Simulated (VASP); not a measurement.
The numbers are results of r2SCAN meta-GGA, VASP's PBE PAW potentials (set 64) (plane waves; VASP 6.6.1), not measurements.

The input files of a VASP run:

KPOINTS:
```
K-points
0
gamma
10 10 3
0 0 0
```

POSCAR:
```
C
1
    1.2281820414    -2.1272732057     0.0000000000
    1.2281820414     2.1272732057    -0.0000000000
    0.0000000000    -0.0000000000     6.9576340777
C
4
Direct
  0.0000000000   0.0000000000   0.2500000000
  0.0000000000   0.0000000000   0.7500000000
  0.3333330000   0.6666670000   0.2500000000
  0.6666670000   0.3333330000   0.7500000000
```

INCAR:
```
! general
SYSTEM  = C
PREC    = Accurate
ENCUT   = 620
LREAL   = .FALSE.
LASPH   = .TRUE.

! electronic loop
EDIFF   = 1E-6
NELM    = 100
ALGO    = Normal
LMIXTAU = .TRUE.

! smearing
ISMEAR  = 0
SIGMA   = 0.05

! functional
METAGGA = R2SCAN

! ions
IBRION  = 2
NSW     = 40
ISIF    = 3
EDIFFG  = -0.02

! output
LWAVE   = .FALSE.
LCHARG  = .FALSE.
```

POTCAR, in this order: C (PBE.64 set). Program: vasp_std.

Q: What does the run give for the energy per atom (σ→0)?

A: 
```json
{
 "energy per atom (σ→0)": "-9.944 eV/atom"
}
```

OSZICAR:
```
...
DAV:  21    -0.397772543211E+02   -0.95619E-04   -0.82274E-05   760   0.106E-01    0.290E-01
DAV:  22    -0.397773347633E+02   -0.80442E-04   -0.10857E-04   752   0.110E-01    0.940E-02
DAV:  23    -0.397773305905E+02    0.41728E-05   -0.13254E-05   852   0.342E-02    0.496E-02
DAV:  24    -0.397773610102E+02   -0.30420E-04   -0.15046E-05   740   0.410E-02    0.220E-02
DAV:  25    -0.397773629449E+02   -0.19347E-05   -0.65372E-06   832   0.230E-02    0.307E-03
DAV:  26    -0.397773661386E+02   -0.31936E-05   -0.16770E-06   672   0.147E-02    0.193E-03
DAV:  27    -0.397773660783E+02    0.60301E-07   -0.80327E-08   492   0.345E-03
   1 F= -.39777366E+02 E0= -.39777366E+02  d E =-.397774E+02
```

The compound is C in the graphite structure. It was relaxed first.
